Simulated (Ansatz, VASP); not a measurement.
# Cross-check of TiB2 between VASP and Ansatz, part 2 of 2

Wanted: the spread between two codes on one cell, functional and k mesh. Of the first pair: The structure shown is the end of the Ansatz relaxation below.

VASP 6.6.1 and Ansatz 0.2.0.

So far. Step 3 (VASP: single point, LDA, pair 1): The run ends at a pressure of -4.98 GPa.

### Step 6. VASP: single point, LDA, pair 2

Level of this step: LDA; plane waves and PAW (B, Ti_sv) (VASP).

The same cell, functional (in two slightly different forms), mesh and smearing now go to VASP, with its own data sets.

The input, INCAR:

```
SYSTEM = TiB2
PREC = Accurate
ENCUT = 500
EDIFF = 1E-06
NELM = 120
ISMEAR = 1
SIGMA = 0.2
LREAL = .FALSE.
ALGO = Normal
GGA = PW92
NBANDS = 15
LASPH = .TRUE.
LORBIT = 11
LWAVE = .FALSE.
LCHARG = .FALSE.
ISIF = 2
GGA_COMPAT = .FALSE.
KPAR = 2
```

The input, POSCAR:

```
TiB2
1.0
    3.0279671586      0.0000000000      0.0000000000
   -1.5139835793      2.6222964812      0.0000000000
    0.0000000000      0.0000000000      3.2122319675
B Ti
2 1
Direct
    0.3333333333      0.6666666667      0.5000000000
    0.6666666667      0.3333333333      0.5000000000
    0.0000000000      0.0000000000      0.0000000000
```

The input, KPOINTS:

```
Automatic mesh
0
Gamma
18 18 16
0 0 0
```

The projector-augmented-wave data sets are B and Ti_sv (LDA family, release 64).

Launch:

```sh
> mpirun -np 2 vasp_std
```

Numbers of over 12 decimals in the logs are rounded to 6 here.

What it wrote:

```text
[banner, memory and clock lines left out]
running    2 mpi-ranks, on    1 nodes
[...]
[... a notice as in an earlier step ...]

 LDA part: xc-table for (Slater(with rela. corr.)+PW92), standard interpolation
 POSCAR, INCAR and KPOINTS ok, starting setup
[...]
entering main loop
       N       E                     dE             d eps       ncg     rms          rms(c)
DAV:   1     0.118101431575E+03    0.11810E+03   -0.89016E+03  9990   0.133E+03
DAV:   2    -0.246945792975E+02   -0.14280E+03   -0.13829E+03 10515   0.350E+02
DAV:   3    -0.319493042604E+02   -0.72547E+01   -0.71824E+01 14572   0.774E+01
DAV:   4    -0.321333694269E+02   -0.18407E+00   -0.18366E+00 12152   0.110E+01
[...]
DAV:  11    -0.268893767667E+02   -0.65411E-05   -0.32866E-04 14378   0.191E-01    0.655E-02
DAV:  12    -0.268893595874E+02    0.17179E-04   -0.94771E-05 12973   0.126E-01    0.767E-03
DAV:  13    -0.268893588073E+02    0.78008E-06   -0.39430E-06 12055   0.225E-02
   1 F= -.26889359E+02 E0= -.26889576E+02  d E =0.651045E-03
```

OUTCAR, selected parts (step 6):

```text
  Total       -1.5626490     -1.5626490     -1.5503293      0.0000000     -0.0000000      0.0000000
  in kB      -98.1594618    -98.1594618    -97.3855853      0.0000000     -0.0000000      0.0000000
  external PRESSURE =     -97.9015030 kB  Pullay stress =       0.0000000 kB

 POSITION                                       TOTAL-FORCE (eV/Angst)
 -----------------------------------------------------------------------------------
     -0.00000      1.74820      1.60612        -0.000000      0.000000      0.000000
      1.51398      0.87410      1.60612        -0.000000      0.000000      0.000000
      0.00000      0.00000      0.00000         0.000000      0.000000      0.000000
 -----------------------------------------------------------------------------------
    total drift:                               -0.000000      0.000000      0.000000

  FREE ENERGIE OF THE ION-ELECTRON SYSTEM (eV)
  ---------------------------------------------------
  free  energy   TOTEN  =       -26.8893588073 eV

  energy  without entropy=      -26.8900098520  energy(sigma->0) =      -26.88957582

[... 1 part as in an earlier step ...]

[... 2 further parts left out ...]
[key lines of the parts left out:]
E-fermi :  10.0191
```

The run ends at a pressure of -9.79 GPa.

### Step 7. Comparison

The two programs side by side:

| quantity | Ansatz | VASP | difference |
| --- | --- | --- | --- |
| pressure (GPa) | -10.08 | -9.79 | -0.29 |

### Step 8. VASP: zone-centre phonons, LDA

Second derivatives magnify differences that forces hide, and they need a tight electronic threshold. The cell compared in this pair holds 22.07 Å³, against 25.51 Å³ for the pair before.

Changes to INCAR since step 6:

```diff
@@ -3,3 +3,3 @@
 ENCUT = 500
-EDIFF = 1E-06
+EDIFF = 1E-08
 NELM = 120
@@ -16,2 +16,3 @@
 ISIF = 2
+IBRION = 8
 GGA_COMPAT = .FALSE.
```

The input, POSCAR:

```
TiB2
1.0
    2.9020437481      0.0000000000      0.0000000000
   -1.4510218740      2.5132436087      0.0000000000
    0.0000000000      0.0000000000      3.0262895673
B Ti
2 1
Direct
    0.3333333333      0.6666666667      0.5000000000
    0.6666666667      0.3333333333      0.5000000000
    0.0000000000      0.0000000000      0.0000000000
```

KPOINTS is that of step 6.

Launch:

```sh
> mpirun -np 2 vasp_std
```

What it wrote:

```text
[... set-up lines as in an earlier step ...]
 entering main loop
       N       E                     dE             d eps       ncg     rms          rms(c)
DAV:   1     0.122894732020E+03    0.12289E+03   -0.89837E+03 10006   0.137E+03
DAV:   2    -0.247348460575E+02   -0.14763E+03   -0.14297E+03 10508   0.362E+02
DAV:   3    -0.318740383176E+02   -0.71392E+01   -0.70695E+01 13977   0.785E+01
DAV:   4    -0.320728207177E+02   -0.19878E+00   -0.19855E+00 12440   0.115E+01
[...]
DAV:  14    -0.266610806947E+02    0.70096E-07   -0.24615E-07 11068   0.446E-03    0.207E-03
DAV:  15    -0.266610806787E+02    0.16004E-07   -0.27855E-08  9237   0.205E-03    0.135E-04
DAV:  16    -0.266610806786E+02    0.61846E-10   -0.33330E-09  5479   0.502E-04
   1 F= -.26661081E+02 E0= -.26661125E+02  d E =0.131772E-03
 Linear response reoptimize wavefunctions to high precision
DAV:   1    -0.266610806794E+02   -0.83060E-09   -0.82314E-10  6524   0.293E-04
DAV:   2    -0.266610806794E+02   -0.11596E-10   -0.12761E-10  5240   0.967E-05
 Linear response DOF=           4
 Linear response progress:
[...]
RMM:  21    -0.611677134974E+00   -0.13168E-06   -0.39846E-07 50366   0.372E-04    0.385E-05
RMM:  22    -0.611677165948E+00   -0.30974E-07   -0.29740E-07 51371   0.326E-04    0.433E-05
RMM:  23    -0.611677361636E+00   -0.19569E-06   -0.22827E-07 52916   0.299E-04    0.392E-05
 first order change of Fermi-energy   0.31483E-03
 force on displaced ion       3 direction 1 : -20.786  -0.000   0.000
 Linear response progress:
  Degree of freedom:   4/  4
       N       E                     dE             d eps       ncg     rms          rms(c)
RMM:   1    -0.748010093326E+00   -0.74801E+00    0.27460E+00 10258   0.124E+02
RMM:   2    -0.695477647877E+00    0.52532E-01   -0.29681E-01 16449   0.475E+00    0.223E-01
RMM:   3    -0.695050464607E+00    0.42718E-03   -0.24911E-02 19223   0.119E+00    0.999E-02
RMM:   4    -0.695910468661E+00   -0.86000E-03   -0.15125E-02 21033   0.556E-01    0.218E-02
[...]
RMM:  21    -0.697790042815E+00   -0.11026E-06    0.24102E-08 21755   0.370E-04    0.407E-06
RMM:  22    -0.697790095808E+00   -0.52993E-07   -0.47360E-08 21513   0.318E-04    0.483E-06
RMM:  23    -0.697790087380E+00    0.84278E-08    0.47548E-08 22308   0.274E-04    0.440E-06
 first order change of Fermi-energy   0.19322E-02
 force on displaced ion       3 direction 3 :   0.000  -0.000 -23.065
 Linear response finished
```

OUTCAR, selected parts (step 8):

```text
  Total        4.9691681      4.9691681      4.9702481      0.0000000      0.0000000      0.0000000
  in kB      360.6992578    360.6992578    360.7776519      0.0000000      0.0000000      0.0000000
  external PRESSURE =     360.7253892 kB  Pullay stress =       0.0000000 kB

 POSITION                                       TOTAL-FORCE (eV/Angst)
 -----------------------------------------------------------------------------------
     -0.00000      1.67550      1.51314        -0.000000      0.000000     -0.000000
      1.45102      0.83775      1.51314         0.000000      0.000000      0.000000
      0.00000      0.00000      0.00000         0.000000     -0.000000      0.000000
 -----------------------------------------------------------------------------------
    total drift:                               -0.000000      0.000000      0.000000

[... 1 part as in an earlier step ...]

[... 1 further part left out ...]
```

### Step 9. Ansatz: zone-centre phonons, LDA

The same cell, functional (in two slightly different forms), mesh and smearing now go to Ansatz, which takes its cutoff from its data sets.

The cell is taken from a series of runs on this material, whose earlier steps may have relaxed, scaled, displaced or heated it; both programs get it as it stands.

The input, input.yaml:

```yaml
crystal:
  lattice:
    - [2.9020437481, 0.0, 0.0]
    - [-1.451021874, 2.5132436087, 0.0]
    - [0.0, 0.0, 3.0262895673]
  atoms:
    - { symbol: B, position: [0.3333333333, 0.6666666667, 0.5] }
    - { symbol: B, position: [0.6666666667, 0.3333333333, 0.5] }
    - { symbol: Ti, position: [0.0, 0.0, 0.0] }
kpoints:
  mp_grid: { grid: [18, 18, 16] }
hamiltonian:
  xc: lda
  pseudopotentials: { kind: paw, azcp: { folder: soft_1 }, xc_functional: pbe }
scf:
  occupations: { method: methfessel_paxton, width: 0.2 }
output:
  eigenvalues: true
phonons:
  method: dfpt
```

Launch:

```sh
> ansatz run input.yaml --threads 4 --pin off --max-ram 10240MiB --backend cpu --events-out ev --progress --plain --runs-dir out
```

What it wrote:

```text
zone centre: on kpoints.mp_grid the ground state, and the responses unless they are solved on pairs of k-points, stand on 819 of the mesh's 5184 k-points, reduced under 4 symmetry operations, with k and −k counted as one. Each operation leaves every solved displacement unchanged or reverses it
[...]
Crystal: 3 atoms, lattice volume = 22.072 Å³
[...]
k mesh reduced under 4 symmetry operations, with k and −k counted as one. Each operation leaves every solved displacement unchanged or reverses it
  ASR residual: 9.452e-5 → 0.000e0 eV/Å²; symmetrization residual: 2.779e-7 eV/Å²
  ASR residual per site (eV/Å²): 6.35e-7 6.35e-7 9.45e-5
  Γ frequencies (cm⁻¹): 0.00 0.00 0.00 615.94 615.94 624.57 648.27 1038.93 1038.93
  non-analytic LO–TO correction: not included (Born effective charges unavailable; polar crystals: no LO–TO splitting at Γ)
[key lines of the parts left out:]
SCF converged after 9 iterations
Free energy (F): -2753.062642 eV
Fermi energy:    17.377229 eV
```

### Step 10. Differences

Both answers:

| quantity | Ansatz | VASP | difference |
| --- | --- | --- | --- |
| optical mode 1 to 2 (cm⁻¹) | 615.9 | 615.8 | +0.02 % |
| optical mode 3 (cm⁻¹) | 624.6 | 626.7 | -0.33 % |
| optical mode 4 (cm⁻¹) | 648.3 | 649.0 | -0.11 % |
| optical mode 5 to 6 (cm⁻¹) | 1038.9 | 1040.5 | -0.15 % |

Modes are paired by rising frequency, not by their patterns, so a pair may set unlike modes beside each other; they are those without the splitting of longitudinal modes.

### Step 11. What came out

| Item | Value |
| --- | --- |
| difference in pressure (single point, LDA, pair 1) | -0.30 GPa |
| difference in pressure (single point, LDA, pair 2) | -0.29 GPa |
| r.m.s. difference of the optical zone-centre modes, each program's sorted by frequency (zone-centre phonons, LDA) | 1.3 cm⁻¹ |

**Reading.** The difference in pressure is -0.30 GPa (single point, LDA, pair 1), within the 1 GPa picked in this series as the mark of a large difference. 2 further runs of this series are not shown here. Such differences can come from data sets, numerical settings and the points named under the comparisons, not from the functional's error against experiment.

[Lines on the potential files, build, host, timing and source positions are cut from VASP's logs without a mark.]

[Logs are printed without paths, hosts, clocks, repeated set-up lines and the standing remarks that a program may print on its own settings, such as how far it seeks lower states.]

[Hosts, paths, dates, database ids (printed as entryN), source tags and the programs' standing remarks are cut or masked in the printed files.]
